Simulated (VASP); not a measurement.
All values below come from revTPSS meta-GGA, VASP's PBE PAW potentials (set 64) (plane waves; VASP).

Input for VASP

File POSCAR:
```
Cs
1
   -3.1291004578     3.1291004578     3.1291004578
    3.1291004578    -3.1291004578     3.1291004578
    3.1291004578     3.1291004578    -3.1291004578
Cs
1
Direct
  0.0000000000   1.0000000000   1.0000000000
```

INCAR:
```
ALGO=Normal
EDIFF=1E-7
ENCUT=520
ISIF=2
ISMEAR=1
LASPH=.TRUE.
LCHARG=.FALSE.
LMAXMIX=4
LMIXTAU=.TRUE.
LREAL=.FALSE.
LWAVE=.FALSE.
METAGGA=RTPSS
NELM=100
PREC=Accurate
SIGMA=0.1
SYSTEM=Cs
```

KPOINTS:
```
Automatic mesh
0
gamma
8 8 8
```

POTCAR, in this order: Cs_sv (PBE.64 set). Program: vasp_std.

The resulting files:

**OSZICAR**
```
...
DAV:  12     0.206544638274E+02   -0.61286E-02   -0.51778E-03   920   0.400E+00    0.531E-02
DAV:  13    -0.445287948335E+03   -0.46594E+03   -0.46118E+03   912   0.370E+00    0.220E+00
DAV:  14     0.206952166622E+02    0.46598E+03   -0.78191E+03   464   0.345E+02    0.114E-01
DAV:  15     0.206438806667E+02   -0.51336E-01   -0.38715E-02   528   0.173E+00    0.490E-02
DAV:  16     0.205749375513E+02   -0.68943E-01   -0.67088E-03   560   0.116E+00    0.390E-02
DAV:  17     0.205629120348E+02   -0.12026E-01   -0.33098E-02   576   0.156E+00    0.390E-02
DAV:  18     0.205622226399E+02   -0.68939E-03   -0.59141E-04   624   0.407E-01    0.404E-02
DAV:  19     0.205617121484E+02   -0.51049E-03   -0.76815E-05   648   0.169E-01    0.402E-02
DAV:  20     0.205731716602E+02    0.11460E-01   -0.16083E-03   560   0.701E-01    0.430E-02
DAV:  21     0.205707271412E+02   -0.24445E-02   -0.20611E-04   560   0.272E-01    0.428E-02
DAV:  22     0.205690403607E+02   -0.16868E-02   -0.92667E-05   576   0.185E-01    0.437E-02
DAV:  23     0.205456563119E+02   -0.23384E-01   -0.64222E-03   528   0.130E+00    0.609E-02
DAV:  24     0.205250861841E+02   -0.20570E-01   -0.45919E-03   528   0.105E+00    0.784E-02
DAV:  25     0.206061328676E+02    0.81047E-01   -0.51323E-02   488   0.380E+00    0.520E-02
DAV:  26     0.205751492943E+02   -0.30984E-01   -0.16382E-02   480   0.229E+00    0.562E-02
DAV:  27     0.205635056408E+02   -0.11644E-01   -0.20519E-03   528   0.791E-01    0.666E-02
DAV:  28     0.205581460282E+02   -0.53596E-02   -0.49692E-04   480   0.397E-01    0.708E-02
DAV:  29     0.205645636132E+02    0.64176E-02   -0.12344E-03   504   0.640E-01    0.670E-02
DAV:  30     0.205506766582E+02   -0.13887E-01   -0.27912E-03   480   0.882E-01    0.728E-02
DAV:  31     0.205473504919E+02   -0.33262E-02   -0.29988E-04   496   0.279E-01    0.625E-02
DAV:  32     0.205628849081E+02    0.15534E-01   -0.33091E-03   464   0.928E-01    0.437E-02
DAV:  33     0.205486710686E+02   -0.14214E-01   -0.19202E-03   480   0.774E-01    0.391E-02
DAV:  34     0.205533461438E+02    0.46751E-02   -0.28748E-04   496   0.273E-01    0.368E-02
DAV:  35     0.205420971692E+02   -0.11249E-01   -0.25092E-03   464   0.856E-01    0.414E-02
DAV:  36     0.205563226690E+02    0.14225E-01   -0.25759E-03   464   0.871E-01    0.374E-02
DAV:  37     0.205880756002E+02    0.31753E-01   -0.14387E-02   464   0.214E+00    0.282E-02
DAV:  38     0.206040878581E+02    0.16012E-01   -0.42704E-03   464   0.118E+00    0.225E-02
DAV:  39     0.206062960948E+02    0.22082E-02   -0.14199E-04   528   0.205E-01    0.218E-02
DAV:  40     0.206070159111E+02    0.71982E-03   -0.28275E-05   480   0.983E-02    0.214E-02
DAV:  41     0.206078226411E+02    0.80673E-03   -0.67103E-05   472   0.141E-01    0.212E-02
DAV:  42     0.206069281801E+02   -0.89446E-03   -0.54289E-05   480   0.117E-01    0.214E-02
DAV:  43     0.206089920213E+02    0.20638E-02   -0.12954E-04   472   0.209E-01    0.208E-02
DAV:  44     0.206135886611E+02    0.45966E-02   -0.20862E+00   464   0.118E+02    0.195E-02
DAV:  45     0.206142800848E+02    0.69142E-03   -0.19517E-02   464   0.327E+01    0.193E-02
DAV:  46     0.206070290087E+02   -0.72511E-02   -0.85271E-02   464   0.462E+00    0.212E-02
DAV:  47     0.206000536341E+02   -0.69754E-02   -0.11698E-03   464   0.612E-01    0.239E-02
DAV:  48     0.205977403805E+02   -0.23133E-02   -0.18018E-04   496   0.248E-01    0.253E-02
DAV:  49     0.206010664082E+02    0.33260E-02   -0.13162E-03   464   0.528E-01    0.257E-02
DAV:  50     0.206107137682E+02    0.96474E-02   -0.30610E-03   464   0.981E-01    0.233E-02
DAV:  51    -0.965523164227E+03   -0.98613E+03   -0.10469E+04   496   0.326E+04    0.741E-01
DAV:  52     0.206298699237E+02    0.98615E+03   -0.24795E+02   472   0.193E+01    0.261E-02
DAV:  53     0.206982907714E+02    0.68421E-01   -0.15551E-02   488   0.144E+00    0.204E-02
DAV:  54     0.206934378510E+02   -0.48529E-02   -0.39919E-03   496   0.919E-01    0.220E-02
DAV:  55     0.206930875351E+02   -0.35032E-03   -0.33524E-04   496   0.170E-01    0.217E-02
DAV:  56     0.206929092580E+02   -0.17828E-03   -0.23784E-04   496   0.163E-01    0.360E-02
DAV:  57     0.206928916186E+02   -0.17639E-04   -0.12995E-05   512   0.543E-02    0.370E-02
DAV:  58     0.206929544538E+02    0.62835E-04   -0.29973E-05   480   0.751E-02    0.352E-02
DAV:  59     0.206929666742E+02    0.12220E-04   -0.90813E-05   464   0.135E-01    0.352E-02
DAV:  60    -0.168113016856E+04   -0.17018E+04   -0.17619E+04   512   0.318E+04    0.165E+00
DAV:  61     0.206285655484E+02    0.17018E+04   -0.59346E+02   480   0.411E+01    0.382E-02
DAV:  62     0.207045299875E+02    0.75964E-01   -0.10163E-02   488   0.122E+00    0.279E-02
DAV:  63     0.206931688590E+02   -0.11361E-01   -0.78126E-03   504   0.108E+00    0.304E-02
DAV:  64     0.206930206933E+02   -0.14817E-03   -0.13957E-04   488   0.133E-01    0.263E-02
DAV:  65     0.206931051228E+02    0.84429E-04   -0.15530E-04   488   0.103E-01    0.183E-02
DAV:  66     0.206931510366E+02    0.45914E-04   -0.26764E-04   472   0.148E-01    0.133E-02
DAV:  67     0.206930152709E+02   -0.13577E-03   -0.56509E-05   480   0.860E-02    0.130E-02
DAV:  68     0.206929808141E+02   -0.34457E-04   -0.95054E-06   528   0.424E-02    0.122E-02
DAV:  69     0.206929838106E+02    0.29965E-05   -0.41437E-05   464   0.705E-02    0.115E-02
DAV:  70     0.206929507490E+02   -0.33062E-04   -0.46512E-06   488   0.261E-02    0.117E-02
DAV:  71     0.206930493850E+02    0.98636E-04   -0.49418E-05   480   0.836E-02    0.136E-02
DAV:  72     0.206929808515E+02   -0.68533E-04   -0.95515E-06   472   0.387E-02    0.131E-02
DAV:  73     0.206929943981E+02    0.13547E-04   -0.89415E-07   512   0.128E-02    0.130E-02
DAV:  74     0.206929729298E+02   -0.21468E-04   -0.21666E-06   488   0.210E-02    0.130E-02
DAV:  75     0.206929668157E+02   -0.61141E-05   -0.14157E-06   464   0.165E-02    0.129E-02
DAV:  76     0.206929895440E+02    0.22728E-04   -0.31959E-06   464   0.225E-02    0.125E-02
DAV:  77     0.206929908529E+02    0.13089E-05   -0.24740E-06   464   0.212E-02    0.131E-02
DAV:  78     0.206929705439E+02   -0.20309E-04   -0.89311E-06   464   0.435E-02    0.127E-02
DAV:  79     0.206930141518E+02    0.43608E-04   -0.14099E-05   464   0.544E-02    0.137E-02
DAV:  80     0.206930085332E+02   -0.56186E-05   -0.50010E-06   464   0.298E-02    0.148E-02
DAV:  81     0.206939623550E+02    0.95382E-03   -0.78350E-04   464   0.425E-01    0.149E-02
DAV:  82     0.206935402212E+02   -0.42213E-03   -0.88700E-04   464   0.462E-01    0.152E-02
DAV:  83     0.206931176714E+02   -0.42255E-03   -0.43534E-04   464   0.316E-01    0.152E-02
DAV:  84     0.206933808257E+02    0.26315E-03   -0.14220E-04   464   0.188E-01    0.146E-02
DAV:  85     0.206940227501E+02    0.64192E-03   -0.31950E-04   464   0.291E-01    0.135E-02
DAV:  86     0.206931124869E+02   -0.91026E-03   -0.64449E-04   464   0.381E-01    0.117E-02
DAV:  87     0.206931026039E+02   -0.98830E-05   -0.17711E-06   496   0.182E-02    0.115E-02
DAV:  88     0.206948527890E+02    0.17502E-02   -0.51978E-03   464   0.125E+00    0.108E-02
DAV:  89     0.206931723272E+02   -0.16805E-02   -0.37002E-03   464   0.933E-01    0.107E-02
DAV:  90     0.206931939603E+02    0.21633E-04   -0.18920E-06   480   0.222E-02    0.105E-02
DAV:  91     0.206931306198E+02   -0.63340E-04   -0.26731E-04   464   0.235E-01    0.816E-03
DAV:  92     0.206931382429E+02    0.76231E-05   -0.29467E-05   464   0.720E-02    0.924E-03
DAV:  93    -0.236771500691E+04   -0.23884E+04   -0.24689E+04   512   0.428E+04    0.149E+00
DAV:  94     0.206367788956E+02    0.23884E+04   -0.59125E+02   480   0.395E+01    0.424E-02
DAV:  95     0.206906739964E+02    0.53895E-01   -0.12014E-02   480   0.167E+00    0.120E-02
DAV:  96     0.206932920273E+02    0.26180E-02   -0.10457E-02   496   0.136E+00    0.105E-02
DAV:  97     0.206930939321E+02   -0.19810E-03   -0.32670E-04   512   0.234E-01    0.747E-03
DAV:  98     0.206930357675E+02   -0.58165E-04   -0.14686E-04   480   0.175E-01    0.554E-03
DAV:  99     0.206929998567E+02   -0.35911E-04   -0.62917E-05   480   0.132E-01    0.542E-03
DAV: 100     0.206930007404E+02    0.88366E-06   -0.10270E-05   504   0.471E-02
   1 F= 0.20693001E+02 E0= 0.20693909E+02  d E =-.272586E-02
```

**OUTCAR**
```
------------------------ aborting loop EDIFF was not reached (unconverged)  ----------------------------
  FORCE on cell =-STRESS in cart. coord.  units (eV):
  Direction    XX          YY          ZZ          XY          YZ          ZX
  --------------------------------------------------------------------------------------
  Total       -0.0574362     -0.0574362     -0.0574362     -0.0000000     -0.0000000      0.0000000
  in kB       -0.7508931     -0.7508931     -0.7508931     -0.0000000     -0.0000000      0.0000000
  external PRESSURE =      -0.7508931 kB  Pullay stress =       0.0000000 kB
  volume of cell :      122.55
      direct lattice vectors                 reciprocal lattice vectors
    -3.129100458  3.129100458  3.129100458     0.000000000  0.159790332  0.159790332
     3.129100458 -3.129100458  3.129100458     0.159790332  0.000000000  0.159790332
     3.129100458  3.129100458 -3.129100458     0.159790332  0.159790332  0.000000000
 POSITION                                       TOTAL-FORCE (eV/Angst)
 -----------------------------------------------------------------------------------
      0.00000      0.00000      0.00000         0.000000      0.000000      0.000000
 -----------------------------------------------------------------------------------
    total drift:                               -0.000000      0.000000     -0.000000
  FREE ENERGIE OF THE ION-ELECTRON SYSTEM (eV)
  ---------------------------------------------------
  free  energy   TOTEN  =        20.6930007404 eV

  energy  without entropy=       20.6957265991  energy(sigma->0) =       20.69390936
```
(Selected blocks of OUTCAR.)

File stdout:
```
...
DAV:  81     0.206939623550E+02    0.95382E-03   -0.78350E-04   464   0.425E-01    0.149E-02
DAV:  82     0.206935402212E+02   -0.42213E-03   -0.88700E-04   464   0.462E-01    0.152E-02
DAV:  83     0.206931176714E+02   -0.42255E-03   -0.43534E-04   464   0.316E-01    0.152E-02
DAV:  84     0.206933808257E+02    0.26315E-03   -0.14220E-04   464   0.188E-01    0.146E-02
DAV:  85     0.206940227501E+02    0.64192E-03   -0.31950E-04   464   0.291E-01    0.135E-02
DAV:  86     0.206931124869E+02   -0.91026E-03   -0.64449E-04   464   0.381E-01    0.117E-02
DAV:  87     0.206931026039E+02   -0.98830E-05   -0.17711E-06   496   0.182E-02    0.115E-02
DAV:  88     0.206948527890E+02    0.17502E-02   -0.51978E-03   464   0.125E+00    0.108E-02
DAV:  89     0.206931723272E+02   -0.16805E-02   -0.37002E-03   464   0.933E-01    0.107E-02
DAV:  90     0.206931939603E+02    0.21633E-04   -0.18920E-06   480   0.222E-02    0.105E-02
DAV:  91     0.206931306198E+02   -0.63340E-04   -0.26731E-04   464   0.235E-01    0.816E-03
DAV:  92     0.206931382429E+02    0.76231E-05   -0.29467E-05   464   0.720E-02    0.924E-03
DAV:  93    -0.236771500691E+04   -0.23884E+04   -0.24689E+04   512   0.428E+04    0.149E+00
DAV:  94     0.206367788956E+02    0.23884E+04   -0.59125E+02   480   0.395E+01    0.424E-02
DAV:  95     0.206906739964E+02    0.53895E-01   -0.12014E-02   480   0.167E+00    0.120E-02
DAV:  96     0.206932920273E+02    0.26180E-02   -0.10457E-02   496   0.136E+00    0.105E-02
DAV:  97     0.206930939321E+02   -0.19810E-03   -0.32670E-04   512   0.234E-01    0.747E-03
DAV:  98     0.206930357675E+02   -0.58165E-04   -0.14686E-04   480   0.175E-01    0.554E-03
DAV:  99     0.206929998567E+02   -0.35911E-04   -0.62917E-05   480   0.132E-01    0.542E-03
DAV: 100     0.206930007404E+02    0.88366E-06   -0.10270E-05   504   0.471E-02

 -----------------------------------------------------------------------------
|                                                                             |
|           W    W    AA    RRRRR   N    N  II  N    N   GGGG   !!!           |
|           W    W   A  A   R    R  NN   N  II  NN   N  G    G  !!!           |
|           W    W  A    A  R    R  N N  N  II  N N  N  G       !!!           |
|           W WW W  AAAAAA  RRRRR   N  N N  II  N  N N  G  GGG   !            |
|           WW  WW  A    A  R   R   N   NN  II  N   NN  G    G                |
|           W    W  A    A  R    R  N    N  II  N    N   GGGG   !!!           |
|                                                                             |
|     The electronic self-consistency was not achieved in the given           |
|     number of steps (NELM). The forces and other quantities evaluated       |
|     might not be reliable so examine the results carefully. If you find     |
|     spurious results, we suggest increasing NELM, if you were close to      |
|     convergence or switching to a different ALGO or adjusting the           |
|     density mixing parameters otherwise.                                    |
|                                                                             |
 -----------------------------------------------------------------------------

   1 F= 0.20693001E+02 E0= 0.20693909E+02  d E =-.272586E-02
```

Convergence was not reached.

The compound is Cs in the bcc structure. This cell is one point of a volume scan, at 1.03 of the reference volume.
